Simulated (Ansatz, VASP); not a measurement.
# Si63O (O_Si (A centre)) in two plane-wave programs, part 2 of 2

Wanted: the spread between two codes on one cell, functional and k mesh. The cell is taken from a series of runs on this material, whose earlier steps may have relaxed, scaled, displaced or heated it; both programs get it as it stands.

VASP 6.6.1 and Ansatz 0.2.0.

So far. Step 2 (VASP: single point, PBE): The run ends at a pressure of 0.14 GPa, with forces up to 0.040 eV/Å.

## 3. Ansatz: single point, PBE

Level of this step: Ansatz beside VASP: Kohn-Sham DFT, plane waves, PBE (Ansatz).

Ansatz runs on its default PAW (the set named soft_2) files.

The same cell, functional, mesh and smearing now go to Ansatz.

File input.yaml:

```yaml
crystal:
  lattice:
    - [10.93956825, 0.0, 0.0]
    - [0.0, 10.93956825, 0.0]
    - [0.0, 0.0, 10.93956825]
  atoms:
    - { symbol: Si_a, position: [0.002938488, 0.00019007786, 0.0010401473] }
    - { symbol: Si, position: [0.00137228654, 0.24745211492, 0.24829927899] }
    - { symbol: Si, position: [0.25522932858, -0.00125347882, 0.25054595] }
    - { symbol: Si, position: [0.25523760836, 0.24968165972, -0.00044099351] }
    - { symbol: Si, position: [0.1305139581, 0.123965472, 0.12480170078] }
    - { symbol: Si, position: [0.12420823938, 0.37264496801, 0.37350079322] }
    - { symbol: Si, position: [0.37829413137, 0.12542104232, 0.37587702625] }
    - { symbol: Si, position: [0.37826775859, 0.37509682737, 0.12620423278] }
    - { symbol: Si, position: [0.00528891601, 0.0002141469, 0.50105849759] }
    - { symbol: Si, position: [0.00429436547, 0.25015722701, 0.75105624628] }
    - { symbol: Si, position: [0.25528523536, 0.00161852829, 0.75150663012] }
    - { symbol: Si, position: [0.25131918229, 0.2507814948, 0.49817758638] }
    - { symbol: Si, position: [0.13040574478, 0.12587983093, 0.62695690723] }
    - { symbol: Si, position: [0.13035254079, 0.37428701688, 0.87536838098] }
    - { symbol: Si, position: [0.38137364419, 0.13107136073, 0.87013951832] }
    - { symbol: Si, position: [0.37002354918, 0.39393389587, 0.60728488658] }
    - { symbol: Si, position: [0.0052804157, 0.50020335655, 0.00104914557] }
    - { symbol: Si, position: [0.00427182845, 0.75025443883, 0.25097519021] }
    - { symbol: Si, position: [0.25125364295, 0.497330201, 0.25157068387] }
    - { symbol: Si, position: [0.25526871072, 0.75069172141, 0.00244910494] }
    - { symbol: Si, position: [0.13037883548, 0.62614522829, 0.12670851491] }
    - { symbol: Si, position: [0.13033334028, 0.87451041522, 0.37510860431] }
    - { symbol: Si_c, position: [0.3699335423, 0.60640664229, 0.39476206913] }
    - { symbol: Si, position: [0.38132864007, 0.8693168683, 0.13192262354] }
    - { symbol: Si, position: [0.00286991248, 0.50020640667, 0.50102339549] }
    - { symbol: Si, position: [0.00142263712, 0.75293385194, 0.75377185201] }
    - { symbol: Si, position: [0.25131961847, 0.50298116542, 0.75043732388] }
    - { symbol: Si, position: [0.25128576932, 0.74958734279, 0.50381018624] }
    - { symbol: Si, position: [0.12425222112, 0.62769154971, 0.62855537099] }
    - { symbol: Si, position: [0.13054850634, 0.87645452126, 0.87726689778] }
    - { symbol: Si, position: [0.37830971011, 0.62533763694, 0.87575517479] }
    - { symbol: Si, position: [0.37828974776, 0.87496470818, 0.62610418993] }
    - { symbol: Si, position: [0.50200148975, 0.0001704987, 0.00102177605] }
    - { symbol: Si_f, position: [0.50265237384, 0.25158668634, 0.25235727324] }
    - { symbol: Si, position: [0.75156862532, -0.00172904601, 0.25175174519] }
    - { symbol: Si, position: [0.75160997721, 0.25091765392, -0.00088105852] }
    - { symbol: Si, position: [0.62964319844, 0.12562679707, 0.12644066431] }
    - { symbol: Si_d, position: [0.64021603427, 0.36817889768, 0.36896331031] }
    - { symbol: Si, position: [0.87905344761, 0.12253104623, 0.37456320085] }
    - { symbol: Si, position: [0.87906226607, 0.37374896152, 0.12341175713] }
    - { symbol: Si, position: [0.50301031593, 0.00020081478, 0.50101003603] }
    - { symbol: Si, position: [0.50010832687, 0.26385993763, 0.73736789892] }
    - { symbol: Si, position: [0.75160419091, 0.00207928474, 0.75029005285] }
    - { symbol: Si, position: [0.75585652602, 0.24885456904, 0.5008614645] }
    - { symbol: Si, position: [0.62676575069, 0.12807194273, 0.62475062877] }
    - { symbol: Si, position: [0.62677952425, 0.37647241009, 0.873129901] }
    - { symbol: Si, position: [0.87830810969, 0.12565008939, 0.87555630108] }
    - { symbol: Si, position: [0.87942555653, 0.37482276995, 0.62636436254] }
    - { symbol: Si, position: [0.50301012523, 0.5002059639, 0.00101351255] }
    - { symbol: Si_e, position: [0.50004886944, 0.7365244497, 0.26470819894] }
    - { symbol: Si, position: [0.75586432563, 0.50007945095, 0.24966717595] }
    - { symbol: Si, position: [0.75156981223, 0.74945272128, 0.00292670437] }
    - { symbol: Si, position: [0.62672477762, 0.62393108344, 0.12893168028] }
    - { symbol: Si, position: [0.62673612295, 0.87227939277, 0.37729009181] }
    - { symbol: Si, position: [0.87943017242, 0.62554996609, 0.37563453682] }
    - { symbol: Si, position: [0.87825907902, 0.87472628942, 0.12648123592] }
    - { symbol: O_b, position: [0.41203002639, 0.50038357976, 0.50121173985] }
    - { symbol: Si, position: [0.50269653966, 0.74882167225, 0.74958129833] }
    - { symbol: Si, position: [0.75587464734, 0.50034112305, 0.75233293683] }
    - { symbol: Si, position: [0.75590796748, 0.75157177774, 0.50112789559] }
    - { symbol: Si, position: [0.64025830914, 0.63218461484, 0.63294685567] }
    - { symbol: Si, position: [0.62962899886, 0.87474948565, 0.87556927246] }
    - { symbol: Si, position: [0.87907312207, 0.62665120018, 0.87864649431] }
    - { symbol: Si, position: [0.87909657498, 0.8778029837, 0.62748220319] }
basis:
  ecutwfc: 420
  xc_grid: 2
hamiltonian:
  xc: pbe
kpoints:
  mp_grid: { grid: [1, 1, 1] }
scf:
  occupations: { method: fermi_dirac, width: 0.01 }
  max_iter: 80
output:
  forces: true
  eigenvalues: true
  core_levels:
    shells:
      Si_a: "2p"
      O_b: "1s"
      Si_c: "2p"
      Si_d: "2p"
      Si_e: "2p"
      Si_f: "2p"
    eps_inf: 12.98
```

Command:

```console
> ansatz run input.yaml --threads 4 --pin off --max-ram 9420MiB --backend cpu --events-out ev --progress --plain --runs-dir out
```

Numbers of over 12 decimals in the logs are rounded to 6 here.

The log of the run:

```text
Engine: ansatz 0.2.0, aarch64-unknown-linux-gnu
Pseudopotentials: kind: paw
Pseudopotential: Si, paw, valence charge 4, recommended cutoff 420 eV (normal), Si.paw.azcp
Pseudopotential: O, paw, valence charge 6, recommended cutoff 420 eV (normal), O.paw.azcp
Functional definition: PBE
  parameter kappa = 0.804
  parameter beta = 0.066725
  exchange = pbe_x(kappa = kappa, mu = beta*pi^2/3)
  correlation = pbe_c(beta = beta)
Crystal: 64 atoms, lattice volume = 1309.184 Å³
Basis set: ecut = 420 eV, 25677 PW (Γ), exchange–correlation on 150×150×150 points (8 copies of the dense FFT grid, shifted against one another)
Bands: 193, of which v1, the nominal top of the filled ones, is band 129 counted from 1 (128 counted from 0)
Symmetry: 1 space group operations
Space group: P1 (ITA 1), of the structure as read, at distance tolerance 1.1e-4 Å
k-points: 1
Non-local potential: Si, projectors of the file, l = 0: 2, l = 1: 2, l = 2: 2
Non-local potential: O, projectors of the file, l = 0: 2, l = 1: 2, l = 2: 1
PAW form: soft (Blöchl's): semilocal exchange-correlation on the pseudo side does not see the compensation charge
PAW one-centre angular grid: Si, 110 points (default); XC on 64 Gauss nodes
PAW one-centre angular grid: O, 110 points (default); XC on 64 Gauss nodes
Initial density: superposition of atomic densities (neutral atoms: chi_scale 0, normalization atom), corrected by the library's trained network
Initial wavefunctions: pseudopotential atomic-orbital guess
Functional: x = pbe(κ = 0.804, μ = 0.219515), c = pbe(β = 0.066725)
SCF iter   1: F=—  HF=-40616.062992 eV  |F-HF|=—  |Δ(HF+E_count)|=         —  Δρ=2.52e-3  dr2=2.04e-1  ethr=1.77e-3  ⟨swp⟩=7.0  Hψ=966  notcnv=0  defer=23
preconditioner: auto → Resta (q_TF=auto, 2.081 Å⁻¹)  ε∞=5.4  [insulator: Δε(μ)=0.733 eV  Ē_g=7.837 eV  σ=0.010 eV  W_gap=1.00  n_scr=202 (ndim 8)  ℏωp=16.4 eV  f_vac=0.000  D(μ)=0.00/eV (n_scr^D=0)  ε∞_Penn≈5.4]
SCF iter   2: F=—  HF=-40616.029336 eV  |F-HF|=—  |Δ(HF+E_count)|=   3.37e-2  Δρ=1.34e-3  dr2=4.35e-2  ethr=7.90e-5  ⟨swp⟩=3.0  Hψ=234  notcnv=0  defer=54
SCF iter   3: F=—  HF=-40616.021268 eV  |F-HF|=—  |Δ(HF+E_count)|=   8.07e-3  Δρ=3.88e-4  dr2=3.85e-3  ethr=1.68e-5  ⟨swp⟩=3.0  Hψ=249  notcnv=0  defer=57
SCF iter   4: F=—  HF=-40616.021520 eV  |F-HF|=—  |Δ(HF+E_count)|=   2.51e-4  Δρ=2.21e-4  dr2=6.38e-4  ethr=1.49e-6  ⟨swp⟩=2.0  Hψ=265  notcnv=0  defer=57
SCF iter   5: F=—  HF=-40616.021648 eV  |F-HF|=—  |Δ(HF+E_count)|=   1.28e-4  Δρ=1.37e-4  dr2=2.44e-4  ethr=2.47e-7  ⟨swp⟩=2.0  Hψ=265  notcnv=0  defer=57
SCF iter   6: F=—  HF=-40616.021773 eV  |F-HF|=—  |Δ(HF+E_count)|=   1.25e-4  Δρ=2.70e-5  dr2=1.40e-5  ethr=9.47e-8  ⟨swp⟩=2.0  Hψ=265  notcnv=0  defer=57
SCF iter   7: F=—  HF=-40616.021114 eV  |F-HF|=—  |Δ(HF+E_count)|=   6.59e-4  Δρ=7.81e-6  dr2=1.00e-6  ethr=5.44e-9  ⟨swp⟩=2.0  Hψ=322  notcnv=0  defer=57
SCF iter   8: F=-40616.021115 eV  HF=-40616.021115 eV  |F-HF|=4.24e-8  |Δ(HF+E_count)|=   1.59e-6  Δρ=1.67e-6  dr2=6.18e-8  ethr=3.88e-11  ⟨swp⟩=24.0  Hψ=1640  notcnv=0
SCF 1 converged in 8 iterations: F = -40616.021115 eV  dr2 = 6.18e-8
  greatest PAW one-centre occupation: 0.866 electrons in one spin orbital (limit 2), on the O atom at site 56 (counted from 0), in its partial waves of l = 0
── core hole 1/6: 2p of Si_a 0 ──
── 2p of Si_a 0: 93.116 eV over the cell without the hole, in 12 iterations ──
── core hole 2/6: 2p of Si_c 22 ──
── 2p of Si_c 22: 93.890 eV over the cell without the hole, in 12 iterations ──
── core hole 3/6: 2p of Si_f 33 ──
── 2p of Si_f 33: 93.147 eV over the cell without the hole, in 13 iterations ──
── core hole 4/6: 2p of Si_d 37 ──
── 2p of Si_d 37: 92.705 eV over the cell without the hole, in 15 iterations ──
── core hole 5/6: 2p of Si_e 49 ──
── 2p of Si_e 49: 93.132 eV over the cell without the hole, in 12 iterations ──
── core hole 6/6: 1s of O_b 56 ──
── 1s of O_b 56: 523.613 eV over the cell without the hole, in 13 iterations ──
SCF converged after 8 iterations
Free energy (F): -40616.021115 eV
Harris-Foulkes:  -40616.021115 eV  (|F-HF|=4.24e-8)
Internal energy: -40616.021115 eV  (E = F + TS)
E sigma→0 (E₀):  -40616.021115 eV
Fermi energy:    6.258358 eV
--- Per-component energies (eV) ---
  E_band       = 219.092224
  E_kinetic    = 2713.150073
  E_local      = -2426.170705  (includes V_loc(G=0)·N_el)
  E_nonlocal   = 1672.904330
  E_hartree    = 739.344257
  E_xc         = -3540.454713
  E_vxc        = -3026.076912  (∫ρ·V_xc dr)
  E_paw        = -32464.705130  (= ΣΔE_a)
  E_vpaw       = -193.406434  (= ΣTr[D̂ρ^β])
  E_aug_tail   = 0.002850  (compensation charges beyond the density's cutoff)
  E_ewald      = -7310.092078
  E_smearing   = -0.000000  (= −TS)
  E_closure    = -0.000000  (closes the sum)
  Σ components = -40616.021115   (vs F -40616.021115, Δ=0.00e0)
--- Forces (eV/Å), atoms counted from 1 ---
  atom   1  Si_a    -0.00016826     0.00056959    -0.00050860
  atom   2  Si      -0.00748035    -0.00628169    -0.00534864
  atom   3  Si       0.00171539    -0.00110322    -0.00052251
  atom   4  Si       0.00280317     0.00083101    -0.00039918
  atom   5  Si      -0.00160745    -0.00504450    -0.00485977
  atom   6  Si       0.00381829     0.00215893     0.00100605
  atom   7  Si      -0.00144729    -0.00213997     0.00278003
  atom   8  Si      -0.00177529    -0.00081219    -0.00229290
  atom   9  Si      -0.00283144    -0.00067563    -0.00211333
  atom  10  Si      -0.00340274    -0.00232093     0.00341262
  atom  11  Si       0.00192244     0.00359795     0.00037820
  atom  12  Si       0.00050963     0.00086777     0.00552127
  atom  13  Si      -0.00092369     0.00013950    -0.00220172
  atom  14  Si      -0.00026757     0.00062097    -0.00111871
  atom  15  Si      -0.00305485    -0.00358764     0.00234864
  atom  16  Si      -0.00211258    -0.00070289     0.00082302
  atom  17  Si      -0.00331486     0.00133131    -0.00042387
  atom  18  Si      -0.00377367     0.00146936    -0.00367447
  atom  19  Si       0.00164586     0.00518603     0.00389169
  atom  20  Si       0.00251577    -0.00024023     0.00190452
  atom  21  Si      -0.00203691    -0.00219515    -0.00227217
  atom  22  Si       0.00040620     0.00273192     0.00309759
  atom  23  Si_c     0.00227617     0.00373195    -0.00183518
  atom  24  Si      -0.00071784     0.00229908    -0.00401252
  atom  25  Si      -0.00154564    -0.00140784    -0.00044712
  atom  26  Si      -0.00613350     0.00333370     0.00492777
[...]
atom  34  Si_f     0.00457338    -0.00140146    -0.00115969
[...]
atom  38  Si_d     0.00050346     0.00096150     0.00305138
[...]
atom  50  Si_e    -0.00016079     0.00218240    -0.00491081
[...]
atom  56  Si       0.00144684    -0.00007922    -0.00104930
  atom  57  O_b      0.00116791    -0.00410539    -0.00270509
  atom  58  Si       0.00535715    -0.00145082     0.00039867
  atom  59  Si      -0.00306217    -0.00288553     0.00612622
  atom  60  Si      -0.00460612     0.00143427    -0.00200941
  atom  61  Si      -0.00213124     0.00069055     0.00152992
  atom  62  Si       0.00297659     0.00292192     0.00374879
  atom  63  Si      -0.00112069    -0.00164026     0.00259003
  atom  64  Si      -0.00135636     0.00424477    -0.00030555
  max |Σ_I F_I| component: 6.07e-6 eV/Å
--- Band table (eV) ---
  k-point 0: bands = [... 125 lower, 5.4412, 5.7693, 5.7833, 5.9276, 6.5891, 6.6924, 6.7580, 6.7642, ... 60 higher]
--- Core levels from the valence top (the input states a gap; a hole's nearest image at 10.9 Å) ---
  the holes have spin, beside a run without
  atom         alike  shell      binding/eV   shift/eV difference/eV images/eV   SCF
  Si_a 0           1     2p          99.193     +0.000        93.116    +0.144    12
  Si_c 22          1     2p          99.953     +0.759        93.890    +0.144    12
  Si_f 33          1     2p          99.211     +0.018        93.147    +0.144    13
  Si_d 37          1     2p          98.734     -0.460        92.705    +0.144    15
  Si_e 49          1     2p          99.202     +0.008        93.132    +0.144    12
  O_b 56           1     1s         529.686     +0.000       523.613    +0.144    13
  the dataset of Si_a with a 2p hole: scattering error 0.000 eV (0.000 eV in the local channel); free atom: scalar-relativistic, large and small components
  the two lines of Si_a's 2p: 2p1/2 +0.408 eV and 2p3/2 -0.204 eV off its levels, 1 : 2 in strength
  the dataset of Si_c with a 2p hole: scattering error 0.000 eV (0.000 eV in the local channel); free atom: scalar-relativistic, large and small components
  the two lines of Si_c's 2p: 2p1/2 +0.408 eV and 2p3/2 -0.204 eV off its levels, 1 : 2 in strength
  the dataset of Si_f with a 2p hole: scattering error 0.000 eV (0.000 eV in the local channel); free atom: scalar-relativistic, large and small components
  the two lines of Si_f's 2p: 2p1/2 +0.408 eV and 2p3/2 -0.204 eV off its levels, 1 : 2 in strength
  the dataset of Si_d with a 2p hole: scattering error 0.000 eV (0.000 eV in the local channel); free atom: scalar-relativistic, large and small components
  the two lines of Si_d's 2p: 2p1/2 +0.408 eV and 2p3/2 -0.204 eV off its levels, 1 : 2 in strength
  the dataset of Si_e with a 2p hole: scattering error 0.000 eV (0.000 eV in the local channel); free atom: scalar-relativistic, large and small components
  the two lines of Si_e's 2p: 2p1/2 +0.408 eV and 2p3/2 -0.204 eV off its levels, 1 : 2 in strength
  the dataset of O_b with a 1s hole: scattering error 0.001 eV (0.001 eV in the local channel); free atom: scalar-relativistic, large and small components
  the highest filled level without a hole stands at 5.9276 eV, at the point (0.0000, 0.0000, 0.0000)
  Si_a 0 2p: the alignment adds +0.0058 eV (standard deviation 0.0345 over 35 far atoms)
  Si_c 22 2p: the alignment adds -0.0088 eV (standard deviation 0.0266 over 32 far atoms)
  Si_f 33 2p: the alignment adds -0.0069 eV (standard deviation 0.0303 over 33 far atoms)
  Si_d 37 2p: the alignment adds -0.0422 eV (standard deviation 0.0181 over 32 far atoms)
  Si_e 49 2p: the alignment adds -0.0021 eV (standard deviation 0.0276 over 32 far atoms)
  O_b 56 1s: the alignment adds +0.0012 eV (standard deviation 0.0334 over 32 far atoms)
  a level is its difference with the images' term at an eps_inf of 12.98, the alignment and the highest filled level
```

The column dr2 measures how far the density is from self-consistency, as an energy; F and HF (Harris–Foulkes) agree once it is small.

## 4. Differences

Known differences besides the potentials themselves: the cutoff is 420 eV in Ansatz and 520 eV in VASP (PREC = Accurate, projectors in real space). Total energies have different zeros and are not compared.

The two programs side by side:

```csv
quantity,Ansatz,VASP,difference
gap on the k mesh (eV),0.662,0.661,0.000
```

At this near-relaxed geometry the largest component of a force difference is 26 meV/Å. A gap on the mesh is an upper bound, since the band edges may lie between its points.

## 5. Summary of results

```yaml
difference_in_gap_on_the_k_mesh_single_point_pbe: 3.6e-4 eV
```

What this shows: The difference in gap on the k mesh is 3.6e-4 eV (single point, PBE), within the 0.08 eV picked in this series as the mark of a large difference. How closely two codes agree says nothing of how well the functional describes the real material.

[Lines on the potential files, build, host, timing and source positions are cut from VASP's logs without a mark.]

[Logs are printed without paths, hosts, clocks, repeated set-up lines and the standing remarks that a program may print on its own settings, such as how far it seeks lower states.]

[Hosts, paths, dates, database ids (printed as entryN), source tags and the programs' standing remarks are cut or masked in the printed files.]
